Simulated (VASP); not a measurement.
A 71-atom supercell of GaN (wurtzite) holds Si on the Ga site with a neighbouring N vacancy in charge state -1. It is relaxed twice, with the total moment held at 1 and at 3 μB. Level of theory: PBE GGA, VASP's PBE PAW potentials (set 64) (plane waves; VASP). Settings: PREC = Normal, LREAL = Auto, ISYM = 0, NELECT = 285.0, EDIFF = 1E-5, 400 eV cut-off, 1×1×1 Γ-centred mesh, Gaussian smearing of 0.050 eV, potentials Ga N Si.

The cell is charged, with a uniform compensating background. The supercell is sampled at Γ alone, which is coarse: total energies, pressure and levels can be off, energies of defects by several tenths of an eV.

Q: Which spin state lies lower, and by how much?

A: The state with 1 μB lies lower, by 0.63 eV.

The cell is a supercell with a defect, built from GaN (wurtzite).
